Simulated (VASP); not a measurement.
# YB (Fm-3m) in VASP: single point with PBE

Aim: the single point of YB with PBE.

All numbers are computed with VASP 6.6.1; they aren't measurements. Logs are shortened: lines on timing, memory, paths and dates and some standing lists are left out, and cuts for length are marked.

**1. The structure**

The structure is cubic, space group Fm-3m (No. 225). The conventional cell has a = 5.135 Å, b = 5.135 Å, c = 5.135 Å, α = 90.00°, β = 90.00°, γ = 90.00°. B (site symmetry m-3m) is surrounded by 6 Y at 2.57 Å. Y (site symmetry m-3m) is surrounded by 6 B at 2.57 Å.

The cell was built by a generator and needn't be a form met in nature.

**2. Single point, PBE**

INCAR reads:

```
SYSTEM = YB
PREC     = Accurate       ! precision mode
ENCUT    = 520            ! plane-wave cutoff, eV
EDIFF    = 1E-7           ! SCF threshold, eV
ISMEAR   = -1             ! smearing method
SIGMA    = 0.0253         ! smearing width, eV
LREAL    = .False.        ! projectors in reciprocal space
LASPH    = .True.         ! aspherical terms in the spheres
NELM     = 100            ! most SCF steps
ALGO     = Fast           ! electronic algorithm
ISIF     = 2              ! what is computed and relaxed
LWAVE    = .False.        ! write WAVECAR
LCHARG   = .False.        ! write CHGCAR
GGA      = PE             ! functional
NBANDS   = 14             ! bands
```

KPOINTS reads:

```
regular mesh
0
Gamma
  11 11 11
  0 0 0
```

POSCAR reads:

```
YB
1.0
    0.0000000000      2.5676340000      2.5676340000
    2.5676340000      0.0000000000      2.5676340000
    2.5676340000      2.5676340000      0.0000000000
B Y
1 1
Direct
    0.0000000000      0.0000000000      0.0000000000
    0.5000000000      0.5000000000      0.5000000000
```

Potentials or basis: VASP PAW PBE potentials, release 64 (B, Y_sv).

On the command line:

```
$ cat potpaw_PBE.64/B/POTCAR potpaw_PBE.64/Y_sv/POTCAR > POTCAR
$ mpirun -np 1 vasp_std > vasp.out
```

OUTCAR:

```text
SYSTEM = YB
   PREC = Accurate
   ENCUT = 520
   EDIFF = 1E-7
   ISMEAR = -1
   LREAL = .False.
   LASPH = .True.
   NELM = 100
   ISIF = 2
   GGA = PE

 ion  position               nearest neighbor table
   1  0.000  0.000  0.000-   2 2.57   2 2.57   2 2.57   2 2.57   2 2.57   2 2.57
   2  0.500  0.500  0.500-   1 2.57   1 2.57   1 2.57   1 2.57   1 2.57   1 2.57

  LATTYP: Found a face centered cubic cell.
 ALAT       =     5.1352680000

  Lattice vectors:

 A1 = (   0.0000000000,   2.5676340000,   2.5676340000)
 A2 = (   2.5676340000,   0.0000000000,   2.5676340000)
 A3 = (   2.5676340000,   2.5676340000,   0.0000000000)

Analysis of symmetry for initial positions (statically):
=====================================================================
 Subroutine PRICEL returns:
 Original cell was already a primitive cell.

 Routine SETGRP: Setting up the symmetry group for a
 face centered cubic supercell.

 Subroutine GETGRP returns: Found 48 space group operations
 (whereof 48 operations were pure point group operations)
 out of a pool of 48 trial point group operations.

The static configuration has the point symmetry O_h .

Analysis of symmetry for dynamics (positions and initial velocities):
=====================================================================
 Subroutine PRICEL returns:
 Original cell was already a primitive cell.

 Routine SETGRP: Setting up the symmetry group for a
 face centered cubic supercell.

 Subroutine GETGRP returns: Found 48 space group operations
 (whereof 48 operations were pure point group operations)
 out of a pool of 48 trial point group operations.

The dynamic configuration has the point symmetry O_h .

 Subroutine INISYM returns: Found 48 space group operations
 (whereof 48 operations are pure point group operations),
 and found     1 'primitive' translations

----------------------------------------------------------------------------------------

                                     Primitive cell

  volume of cell :      33.8555

  direct lattice vectors                    reciprocal lattice vectors
     0.000000000  2.567634000  2.567634000    -0.194731804  0.194731804  0.194731804
     2.567634000  0.000000000  2.567634000     0.194731804 -0.194731804  0.194731804
     2.567634000  2.567634000  0.000000000     0.194731804  0.194731804 -0.194731804

  length of vectors
     3.631182826  3.631182826  3.631182826     0.337285378  0.337285378  0.337285378

  position of ions in fractional coordinates (direct lattice)
     0.000000000  0.000000000  0.000000000
     0.500000000  0.500000000  0.500000000

  ion indices of the primitive-cell ions
   primitive index   ion index
                 1           1
                 2           2

----------------------------------------------------------------------------------------

 KPOINTS: regular mesh

Automatic generation of k-mesh.
 Grid dimensions read from file:
 generate k-points for:   11   11   11

 Generating k-lattice:

  Cartesian coordinates                     Fractional coordinates (reciprocal lattice)
    -0.017702891  0.017702891  0.017702891     0.090909091  0.000000000  0.000000000
     0.017702891 -0.017702891  0.017702891     0.000000000  0.090909091  0.000000000
     0.017702891  0.017702891 -0.017702891     0.000000000  0.000000000  0.090909091

  Length of vectors
     0.030662307  0.030662307  0.030662307

  Shift w.r.t. Gamma in fractional coordinates (k-lattice)
     0.000000000  0.000000000  0.000000000

 Subroutine IBZKPT returns following result:
 ===========================================

 Found     56 irreducible k-points:

 Following reciprocal coordinates:
            Coordinates               Weight
  0.000000  0.000000  0.000000      1.000000
  0.090909  0.000000  0.000000      8.000000
  0.181818  0.000000  0.000000      8.000000
  0.272727  0.000000  0.000000      8.000000
  0.363636  0.000000  0.000000      8.000000
  0.454545  0.000000  0.000000      8.000000
[... 16 lines left out ...]
 -0.272727  0.181818  0.000000     24.000000
 -0.181818  0.181818  0.000000     12.000000
 [... further k-points ...]
   k-points           NKPTS =     56   k-points in BZ     NKDIM =     56   number of bands    NBANDS=     14
   number of dos      NEDOS =    301   number of ions     NIONS =      2
   total plane-waves  NPLWV =  21952
   dimension x,y,z NGX =    28 NGY =   28 NGZ =   28
   dimension x,y,z NGXF=    56 NGYF=   56 NGZF=   56
   ions per type =               1   1
   NGX,Y,Z   is equivalent  to a cutoff of  12.82, 12.82, 12.82 a.u.
   NGXF,Y,Z  is equivalent  to a cutoff of  25.64, 25.64, 25.64 a.u.
 SYSTEM =  YB
   PREC   = accura    normal or accurate (medium, high low for compatibility)
   ISTART =      0    job   : 0-new  1-cont  2-samecut
   ICHARG =      2    charge: 1-file 2-atom 10-const
   ISPIN  =      1    spin polarized calculation?
   LNONCOLLINEAR =      F non collinear calculations
   LSORBIT =      F    spin-orbit coupling
   LASPH  =      T    aspherical Exc in radial PAW
   ENCUT  =  520.0 eV  38.22 Ry    6.18 a.u.   6.75  6.75  6.75*2*pi/ulx,y,z
   NELM   =    100;   NELMIN=  2; NELMDL= -5     # of ELM steps
   EDIFF  = 0.1E-06   stopping-criterion for ELM
   LREAL  =      F    real-space projection
   EDIFFG = 0.1E-05   stopping-criterion for IOM
   NSW    =      0    number of steps for IOM
   IBRION =     -1    ionic relax: 0-MD 1-quasi-New 2-CG
   NFREE  =      0    steps in history (QN), initial steepest desc. (CG)
   ISIF   =      2    stress and relaxation
   ISYM   =      2    0-nonsym 1-usesym 2-fastsym
   POTIM  = 0.5000    time-step for ionic-motion
   TEBEG  =    0.0;   TEEND  =   0.0 temperature during run
   PSTRESS=    0.0 pullay stress
   NELECT =      14.0000    total number of electrons
   NUPDOWN=      -1.0000    fix difference up-down
   EMIN   =  10.00;   EMAX   =-10.00  energy-range for DOS
   EFERMI =   0.00;   METHOD = LEGACY
   ISMEAR =    -1;   SIGMA  =   0.03  broadening in eV -4-tet -1-fermi 0-gaus
   EFERMI_NEDOS =   21; number of points for ismear=-14 and -15
   IALGO  =     68    algorithm
   IMIX   =      4    mixing-type and parameters
     AMIX     =   0.40;   BMIX     =  1.00
     AMIX_MAG =   1.60;   BMIX_MAG =  1.00
  volume/ion in A,a.u.               =      16.93       114.23
  Fermi-wavevector in a.u.,A,eV,Ry     =   1.219666  2.304835 20.239838  1.487586
  Thomas-Fermi vector in A             =   2.354911
   LORBIT       =      0    0 simple, 1 ext, 2 COOP (PROOUT), +10 PAW based schemes
   GGA     = PE    functional components
   LHFCALC =     F    Hartree Fock is set to
   AEXX    =    0.0000 exact exchange contribution
   IVDW    =     0    specifies the selected vdW correction
   LEPSILON=     F    determine dielectric tensor
   LRPA    =     F    only Hartree local field effects (RPA)
 non-spin polarized calculation
 RMM-DIIS sequential band-by-band and
  energy-cutoff  :      520.00
  volume of cell :       33.86
 maximum number of plane-waves:       941
   NGX = 13   NGY = 13   NGZ = 13

 number of electron      14.0000001 magnetization

 Free energy of the ion-electron system (eV)
  ---------------------------------------------------
  ext. energy  EPLUGINS =         0.00000000
  ---------------------------------------------------
  free energy    TOTEN  =       -12.36907614 eV

  energy without entropy =      -12.36149204  energy(sigma->0) =      -12.36528409

 E-fermi :   3.3747     XC(G=0): -10.6783

 val. band max:        3.3682269210   @ k =  -0.1818   0.2727   0.0909
 cond. band min:       3.3755983683   @ k =  -0.3636   0.4545   0.1818
 fundamental gap:      0.0073714473
 Fermi energy:         3.3747111111

 k-point     1 :       0.0000    0.0000    0.0000
  band No.  band energies     occupation
      1     -37.3360      2.00000
      2     -17.1644      2.00000
      3     -17.1644      2.00000
      4     -17.1644      2.00000
      5      -4.1472      2.00000
      6       6.2340      0.00000
      7       6.2340      0.00000
      8       6.2340      0.00000
      9       6.2783      0.00000
     10       6.2783      0.00000
     11       6.2783      0.00000
     12       7.7976      0.00000
     13       7.7976      0.00000
     14      12.6738      0.00000

 k-point     2 :       0.0909    0.0000    0.0000
  band No.  band energies     occupation
      1     -37.3308      2.00000
      2     -17.2195      2.00000
      3     -17.1694      2.00000
      4     -17.1694      2.00000
      5      -3.9719      2.00000
      6       5.1379      0.00000
      7       5.4304      0.00000
      8       5.4304      0.00000
      9       6.5624      0.00000
     10       6.5624      0.00000
     11       7.0202      0.00000
     12       8.6761      0.00000
     13       8.6761      0.00000
     14      12.9518      0.00000

 k-point     3 :       0.1818    0.0000    0.0000
  band No.  band energies     occupation
      1     -37.3171      2.00000
      2     -17.3637      2.00000
      3     -17.1826      2.00000
      4     -17.1826      2.00000
      5      -3.4763      2.00000
      6       3.8674      0.00000
      7       4.4613      0.00000
      8       4.4613      0.00000
      9       7.0511      0.00000
     10       7.0511      0.00000
     11       7.4760      0.00000
     12      10.2005      0.00000
     13      10.2005      0.00000
     14      13.5411      0.00000
[... 324 lines left out ...]
 k-point    23 :      -0.2727    0.1818    0.0000
  band No.  band energies     occupation
      1     -37.2775      2.00000
      2     -17.6279      2.00000
      3     -17.3568      2.00000
      4     -17.2130      2.00000
      5      -1.8789      2.00000
      6       1.6374      2.00000
      7       3.1649      1.99950
      8       3.2318      1.99297
      9       7.9332      0.00000
     10       8.7791      0.00000
     11       9.7777      0.00000
     12      10.9905      0.00000
     13      12.8710      0.00000
     14      14.4881      0.00000

 k-point    24 :      -0.1818    0.1818    0.0000
  band No.  band energies     occupation
      1     -37.2929      2.00000
      2     -17.5240      2.00000
      3     -17.3056      2.00000
      4     -17.1894      2.00000
      5      -2.5567      2.00000
      6       2.4666      2.00000
      7       3.4629      0.05952
      8       3.6169      0.00014
      9       7.2877      0.00000
     10       8.4860      0.00000
     11       8.9905      0.00000
     12      10.1337      0.00000
     13      13.2427      0.00000
     14      13.6718      0.00000

 [... further k-points ...]

------------------------ aborting loop because EDIFF is reached ----------------------------------------

  FORCE on cell =-STRESS in cart. coord.  units (eV):
  Direction    XX          YY          ZZ          XY          YZ          ZX
  --------------------------------------------------------------------------------------
  -------------------------------------------------------------------------------------
  Total        2.8427625      2.8427625      2.8427625     -0.0000000     -0.0000000     -0.0000000
  in kB      134.5308251    134.5308251    134.5308251     -0.0000000     -0.0000000     -0.0000000
  external PRESSURE =     134.5308251 kB  Pullay stress =       0.0000000 kB

 VOLUME and BASIS-vectors are now :
 -----------------------------------------------------------------------------
  energy-cutoff  :      520.00
  volume of cell :       33.86
      direct lattice vectors                 reciprocal lattice vectors
     0.000000000  2.567634000  2.567634000    -0.194731804  0.194731804  0.194731804
     2.567634000  0.000000000  2.567634000     0.194731804 -0.194731804  0.194731804
     2.567634000  2.567634000  0.000000000     0.194731804  0.194731804 -0.194731804

 POSITION                                       TOTAL-FORCE (eV/Angst)
 -----------------------------------------------------------------------------------
      0.00000      0.00000      0.00000         0.000000      0.000000      0.000000
      2.56763      2.56763      2.56763         0.000000     -0.000000     -0.000000
 -----------------------------------------------------------------------------------
    total drift:                                0.000000      0.000000      0.000000

  FREE ENERGIE OF THE ION-ELECTRON SYSTEM (eV)
  ---------------------------------------------------
  free  energy   TOTEN  =       -12.3690761421 eV

  energy  without entropy=      -12.3614920426  energy(sigma->0) =      -12.36528409
```

Wall time 35 s (1 thread of Intel Xeon Platinum 8488C (Sapphire Rapids), shared host); peak memory 0.18 GiB.

What came out:

```yaml
Free_energy: -12.3691 eV
Pressure: 13.5 GPa
Band_gap_on_the_k_mesh: none (metal or under the smearing width)
```
